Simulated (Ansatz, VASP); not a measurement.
# CdF2: VASP beside Ansatz

Wanted: the spread between two codes on one cell, functional and k mesh. The cell is taken from a series of runs on this material, whose earlier steps may have relaxed, scaled, displaced or heated it; both programs get it as it stands.

Program: Ansatz 0.2.0. Level of theory: plane waves, with VASP 6.6.1 beside it; zone-centre phonons at LDA. Results are calculated unless marked as measured.

### Step 1. The structure

The structure is cubic, space group Fm-3m (No. 225). The conventional cell has a = 5.297 Å, b = 5.297 Å, c = 5.297 Å, α = 90.00°, β = 90.00°, γ = 90.00°. Cd has 8 F at 2.29 Å nearest. Nearest to F lie 4 Cd at 2.29 Å. Farther neighbours and most contacts between anions are not listed.

Structure file:

```cif
data_structure
_symmetry_space_group_name_H-M 'Fm-3m'
_symmetry_Int_Tables_number 225
_cell_length_a 5.2974
_cell_length_b 5.2974
_cell_length_c 5.2974
_cell_angle_alpha 90.000
_cell_angle_beta 90.000
_cell_angle_gamma 90.000
_cell_volume 148.66
loop_
_atom_site_label
_atom_site_type_symbol
_atom_site_symmetry_multiplicity
_atom_site_Wyckoff_symbol
_atom_site_fract_x
_atom_site_fract_y
_atom_site_fract_z
_atom_site_occupancy
Cd1 Cd 4 a 0.00000 0.00000 0.00000 1
F1 F 8 c 0.25000 0.75000 0.75000 1
```

### Step 2. VASP: zone-centre phonons, LDA

Second derivatives magnify differences that forces hide, and they need a tight electronic threshold.

Lines of VASP's logs that name or quote its potential files are left out, and so is its time.

File INCAR:

```
SYSTEM = CdF2
PREC = Accurate
ENCUT = 600
EDIFF = 1E-08
NELM = 120
ISMEAR = 0
SIGMA = 0.01
LREAL = .FALSE.
ALGO = Normal
GGA = CA
NBANDS = 19
LORBIT = 11
LWAVE = .FALSE.
LCHARG = .FALSE.
ISIF = 2
IBRION = 8
LEPSILON = .TRUE.
LASPH = .TRUE.
GGA_COMPAT = .FALSE.
EFERMI = MIDGAP
```

File POSCAR:

```
CdF2
1.0
    0.0000000000      2.6487099343      2.6487099343
    2.6487099343      0.0000000000      2.6487099343
    2.6487099343      2.6487099343      0.0000000000
Cd F
1 2
Direct
    0.0000000000      0.0000000000      0.0000000000
    0.2500000000      0.2500000000      0.2500000000
    0.7500000000      0.7500000000      0.7500000000
```

File KPOINTS:

```
Automatic mesh
0
Gamma
8 8 8
0 0 0
```

The projector-augmented-wave data sets are Cd and F (LDA family, release 64).

Launch:

```console
$ export OMP_NUM_THREADS=4
$ mpirun -np 1 vasp_std
```

Numbers of over 12 decimals in the logs are rounded to 6 here.

The program printed:

```text
[banner, memory and clock lines left out]
running    1 mpi-ranks, on    1 nodes
 distrk:  each k-point on    1 cores,    1 groups
 distr:  one band on    1 cores,    1 groups
 Offloading initialized ...    1 GPUs detected
 POSCAR found type information on POSCAR CdF
 POSCAR found :  2 types and       3 ions
 LDA part: xc-table for (Slater(with rela. corr.)+CA(PZ))
 , standard interpolation
 POSCAR, INCAR and KPOINTS ok, starting setup
 FFT: planning ... GRIDC
 FFT: planning ... GRID_SOFT
 FFT: planning ... GRID
 WAVECAR not read
 entering main loop
       N       E                     dE             d eps       ncg     rms          rms(c)
DAV:   1     0.214941017121E+03    0.21494E+03   -0.17012E+04  1126   0.157E+03
DAV:   2    -0.461974190533E+01   -0.21956E+03   -0.21213E+03  1174   0.378E+02
DAV:   3    -0.142003538436E+02   -0.95806E+01   -0.95501E+01  1229   0.870E+01
DAV:   4    -0.142461946207E+02   -0.45841E-01   -0.45837E-01  1174   0.612E+00
DAV:   5    -0.142463570117E+02   -0.16239E-03   -0.16239E-03  1219   0.341E-01    0.108E+01
DAV:   6    -0.127594706545E+02    0.14869E+01   -0.37134E+00  1414   0.364E+01    0.818E+00
DAV:   7    -0.127695020412E+02   -0.10031E-01   -0.68050E-01  1123   0.811E+00    0.470E+00
DAV:   8    -0.127459027144E+02    0.23599E-01   -0.12986E-01  1156   0.345E+00    0.673E-01
DAV:   9    -0.127378794139E+02    0.80233E-02   -0.27670E-02  1361   0.226E+00    0.874E-02
DAV:  10    -0.127381533571E+02   -0.27394E-03   -0.27330E-03  1150   0.535E-01    0.656E-02
DAV:  11    -0.127381686754E+02   -0.15318E-04   -0.58602E-05  1213   0.118E-01    0.288E-02
DAV:  12    -0.127381661356E+02    0.25398E-05   -0.20862E-05  1129   0.449E-02    0.135E-02
DAV:  13    -0.127381662419E+02   -0.10628E-06   -0.18236E-06  1189   0.198E-02    0.180E-03
DAV:  14    -0.127381662360E+02    0.58287E-08   -0.20330E-07  1180   0.494E-03    0.103E-03
DAV:  15    -0.127381662260E+02    0.10015E-07   -0.24114E-08   924   0.167E-03    0.153E-04
DAV:  16    -0.127381662261E+02   -0.60481E-10   -0.17425E-09   566   0.397E-04
   1 F= -.12738166E+02 E0= -.12738166E+02  d E =0.000000E+00
 Linear response reoptimize wavefunctions to high precision
DAV:   1    -0.127381662262E+02   -0.10050E-09   -0.17858E-10   596   0.157E-04
DAV:   2    -0.127381662262E+02   -0.10232E-11   -0.63143E-12   551   0.302E-05
 Linear response G [H, r] |phi>, progress :
  Direction:   1
       N       E                     dE             d eps       ncg     rms
RMM:   1    -0.108004358322E+03   -0.10800E+03    0.52774E+01  2231   0.883E+01
RMM:   2    -0.105702818123E+03    0.23015E+01   -0.39000E+00  1734   0.181E+01
RMM:   3    -0.105709245407E+03   -0.64273E-02   -0.14685E-02  1865   0.103E+00
RMM:   4    -0.105709281206E+03   -0.35799E-04   -0.75645E-05  1918   0.710E-02
RMM:   5    -0.105709281509E+03   -0.30311E-06    0.80103E-07  2007   0.720E-03
RMM:   6    -0.105709281533E+03   -0.23671E-07    0.14315E-06  1960   0.102E-03
RMM:   7    -0.105709281524E+03    0.87787E-08   -0.98662E-06  1179   0.490E-04
RMM:   8    -0.105709281558E+03   -0.33890E-07    0.29049E-04   966   0.463E-04
RMM:   9    -0.105709281577E+03   -0.19409E-07    0.80635E-05   963   0.444E-04
RMM:  10    -0.105709281614E+03   -0.36447E-07    0.94395E-05   940   0.451E-04
 Linear response G [H, r] |phi>, progress :
  Direction:   2
       N       E                     dE             d eps       ncg     rms
RMM:   1    -0.106898222252E+03   -0.10690E+03    0.47857E+01  2186   0.866E+01
RMM:   2    -0.104211958410E+03    0.26863E+01   -0.35888E+00  1727   0.175E+01
RMM:   3    -0.104219105538E+03   -0.71471E-02   -0.13450E-02  1857   0.982E-01
RMM:   4    -0.104219142398E+03   -0.36860E-04   -0.69184E-05  1910   0.666E-02
RMM:   5    -0.104219142504E+03   -0.10581E-06    0.10088E-06  2002   0.640E-03
RMM:   6    -0.104219142524E+03   -0.20293E-07    0.14741E-06  1914   0.965E-04
RMM:   7    -0.104219142484E+03    0.40134E-07    0.77659E-06  1130   0.499E-04
RMM:   8    -0.104219142689E+03   -0.20554E-06    0.31114E-05   948   0.472E-04
RMM:   9    -0.104219142380E+03    0.30922E-06   -0.13561E-05   961   0.470E-04
RMM:  10    -0.104219142631E+03   -0.25100E-06    0.19412E-05   936   0.463E-04
 Linear response G [H, r] |phi>, progress :
  Direction:   3
       N       E                     dE             d eps       ncg     rms
RMM:   1    -0.103580766571E+03   -0.10358E+03    0.10758E+02  2228   0.897E+01
RMM:   2    -0.102433077632E+03    0.11477E+01   -0.41031E+00  1700   0.183E+01
RMM:   3    -0.102439705490E+03   -0.66279E-02   -0.13716E-02  1867   0.961E-01
RMM:   4    -0.102439732265E+03   -0.26775E-04   -0.76211E-05  1894   0.669E-02
RMM:   5    -0.102439732447E+03   -0.18186E-06   -0.68203E-07  1931   0.626E-03
RMM:   6    -0.102439732452E+03   -0.58642E-08    0.95770E-09  1827   0.565E-04
 Linear response to external field (no local field effect), progress :
  Direction:   1
       N       E                     dE             d eps       ncg     rms          rms(c)
RMM:   1    -0.219741278544E+00   -0.21974E+00   -0.69911E-01  2146   0.259E+00
RMM:   2    -0.227374511898E+00   -0.76332E-02   -0.35547E-03  1711   0.424E-01
RMM:   3    -0.227386155612E+00   -0.11644E-04   -0.16044E-05  1794   0.309E-02
RMM:   4    -0.227386247734E+00   -0.92122E-07   -0.98862E-08  1801   0.220E-03
[...]
dielectric tensor                  component  3 :     0.170    -0.234     2.688
 Linear response to external field, progress :
  Direction:   1
       N       E                     dE             d eps       ncg     rms          rms(c)
RMM:   1    -0.196661000171E+00   -0.19666E+00   -0.58754E-01  4242   0.249E+00
RMM:   2    -0.203035868662E+00   -0.63749E-02   -0.32069E-03  3453   0.400E-01    0.691E-01
RMM:   3    -0.197565641823E+00    0.54702E-02   -0.26451E-03  3208   0.386E-01    0.383E-01
RMM:   4    -0.200615575005E+00   -0.30499E-02   -0.41030E-03  3290   0.492E-01    0.466E-02
RMM:   5    -0.201424516485E+00   -0.80894E-03   -0.10971E-04  3598   0.842E-02    0.709E-03
RMM:   6    -0.201489614065E+00   -0.65098E-04   -0.74419E-07  3612   0.680E-03    0.327E-03
RMM:   7    -0.201518575620E+00   -0.28962E-04   -0.13431E-07  3546   0.266E-03    0.350E-04
RMM:   8    -0.201519047536E+00   -0.47192E-06    0.71219E-10  3508   0.390E-04    0.156E-04
RMM:   9    -0.201518353137E+00    0.69440E-06   -0.27003E-09  2896   0.144E-04    0.235E-05
RMM:  10    -0.201518286006E+00    0.67131E-07   -0.67969E-12  1256   0.333E-05    0.723E-06
 change of polarisation eV/A/(eV/A) component  1 :     0.386     0.038     0.015
 dielectric tensor                  component  1 :     2.881     0.183     0.073
 Linear response to external field, progress :
  Direction:   2
       N       E                     dE             d eps       ncg     rms          rms(c)
RMM:   1    -0.196497653388E+00   -0.19650E+00   -0.58591E-01  4257   0.250E+00
RMM:   2    -0.203036621131E+00   -0.65390E-02   -0.32453E-03  3458   0.403E-01    0.691E-01
RMM:   3    -0.197565865526E+00    0.54708E-02   -0.26453E-03  3220   0.387E-01    0.383E-01
RMM:   4    -0.200615911833E+00   -0.30500E-02   -0.41020E-03  3294   0.492E-01    0.466E-02
RMM:   5    -0.201423747151E+00   -0.80784E-03   -0.10990E-04  3609   0.842E-02    0.709E-03
RMM:   6    -0.201489736172E+00   -0.65989E-04   -0.71059E-07  3617   0.673E-03    0.327E-03
RMM:   7    -0.201518542057E+00   -0.28806E-04   -0.14031E-07  3546   0.267E-03    0.350E-04
RMM:   8    -0.201518944220E+00   -0.40216E-06    0.33372E-09  3499   0.376E-04    0.166E-04
RMM:   9    -0.201518325741E+00    0.61848E-06   -0.38426E-09  2906   0.147E-04    0.256E-05
RMM:  10    -0.201518221631E+00    0.10411E-06    0.67180E-13  1300   0.360E-05    0.100E-05
RMM:  11    -0.201518200085E+00    0.21547E-07    0.14169E-11  1119   0.395E-05    0.204E-06
 change of polarisation eV/A/(eV/A) component  2 :     0.023     0.386    -0.013
 dielectric tensor                  component  2 :     0.114     2.881    -0.065
 Linear response to external field, progress :
  Direction:   3
       N       E                     dE             d eps       ncg     rms          rms(c)
RMM:   1    -0.196480523635E+00   -0.19648E+00   -0.58574E-01  4257   0.250E+00
RMM:   2    -0.203036553481E+00   -0.65560E-02   -0.32425E-03  3458   0.403E-01    0.691E-01
RMM:   3    -0.197565815139E+00    0.54707E-02   -0.26447E-03  3219   0.386E-01    0.383E-01
RMM:   4    -0.200615829437E+00   -0.30500E-02   -0.41019E-03  3296   0.492E-01    0.466E-02
RMM:   5    -0.201423829304E+00   -0.80800E-03   -0.10982E-04  3608   0.842E-02    0.709E-03
RMM:   6    -0.201489707742E+00   -0.65878E-04   -0.72256E-07  3621   0.674E-03    0.327E-03
RMM:   7    -0.201518548729E+00   -0.28841E-04   -0.13684E-07  3553   0.266E-03    0.350E-04
RMM:   8    -0.201518943227E+00   -0.39450E-06    0.16698E-09  3497   0.384E-04    0.161E-04
RMM:   9    -0.201518303239E+00    0.63999E-06   -0.31509E-09  2905   0.146E-04    0.245E-05
RMM:  10    -0.201518216905E+00    0.86333E-07   -0.55642E-12  1260   0.344E-05    0.907E-06
 change of polarisation eV/A/(eV/A) component  3 :    -0.002     0.008     0.386
 dielectric tensor                  component  3 :    -0.009     0.041     2.881
 Linear response DOF=            2
 Linear response progress:
  Degree of freedom:   1/  2
       N       E                     dE             d eps       ncg     rms          rms(c)
RMM:   1    -0.438555996302E+00   -0.43856E+00   -0.23244E-01  3558   0.326E+00
RMM:   2    -0.433661091108E+00    0.48949E-02   -0.65274E-03  3459   0.587E-01    0.133E-01
RMM:   3    -0.432764734463E+00    0.89636E-03   -0.27438E-04  3651   0.107E-01    0.653E-02
RMM:   4    -0.432054020623E+00    0.71071E-03   -0.12834E-04  3689   0.771E-02    0.148E-02
RMM:   5    -0.431939710277E+00    0.11431E-03   -0.27833E-06  3334   0.132E-02    0.472E-03
RMM:   6    -0.431963615163E+00   -0.23905E-04   -0.33508E-07  3626   0.417E-03    0.553E-04
RMM:   7    -0.431968297296E+00   -0.46821E-05   -0.50569E-09  3731   0.509E-04    0.276E-04
RMM:   8    -0.431968347174E+00   -0.49878E-07   -0.25278E-09  3680   0.316E-04    0.396E-05
RMM:   9    -0.431968115624E+00    0.23155E-06   -0.53938E-11  3665   0.863E-05    0.930E-06
RMM:  10    -0.431968106246E+00    0.93781E-08   -0.11348E-10  3699   0.895E-06    0.445E-06
 first order change of Fermi-energy  -0.42827E-04
 force on displaced ion       1 direction 1 :  -6.633   0.000   0.000
 Born effective charge ion    1 direction 1 :   2.423   0.000   0.000
 Linear response progress:
  Degree of freedom:   2/  2
       N       E                     dE             d eps       ncg     rms          rms(c)
RMM:   1    -0.524804480188E+00   -0.52480E+00    0.67402E-01  6822   0.482E+00
RMM:   2    -0.522746614350E+00    0.20579E-02   -0.43027E-03  5391   0.641E-01    0.145E-01
RMM:   3    -0.523803982477E+00   -0.10574E-02   -0.24091E-04  4899   0.118E-01    0.823E-02
RMM:   4    -0.525099890683E+00   -0.12959E-02   -0.16289E-04  4954   0.873E-02    0.116E-02
RMM:   5    -0.525098834485E+00    0.10562E-05   -0.29870E-06  5788   0.146E-02    0.227E-03
RMM:   6    -0.525071967118E+00    0.26867E-04   -0.57430E-08  5066   0.198E-03    0.789E-04
RMM:   7    -0.525072112573E+00   -0.14545E-06   -0.79923E-09  5935   0.673E-04    0.115E-04
RMM:   8    -0.525072873128E+00   -0.76055E-06   -0.31665E-09  5802   0.111E-04    0.504E-05
RMM:   9    -0.525072844390E+00    0.28738E-07    0.56762E-10  5864   0.720E-05    0.215E-05
RMM:  10    -0.525072671968E+00    0.17242E-06   -0.43446E-10  5937   0.205E-05    0.372E-06
RMM:  11    -0.525072662044E+00    0.99234E-08    0.20684E-11  5450   0.499E-06    0.665E-07
 first order change of Fermi-energy   0.73837E-04
 force on displaced ion       2 direction 1 :  -5.401   0.000   0.000
 Born effective charge ion    2 direction 1 :  -1.212   0.000   0.000
 Born effective charges drift removed
 Linear response finished
```

[end of part 1 of 2]

[Lines on the potential files, build, host, timing and source positions are cut from VASP's logs without a mark.]

[Logs are printed without paths, hosts, clocks, repeated set-up lines and the standing remarks that a program may print on its own settings, such as how far it seeks lower states.]

[Hosts, paths, dates, database ids (printed as entryN), source tags and the programs' standing remarks are cut or masked in the printed files.]
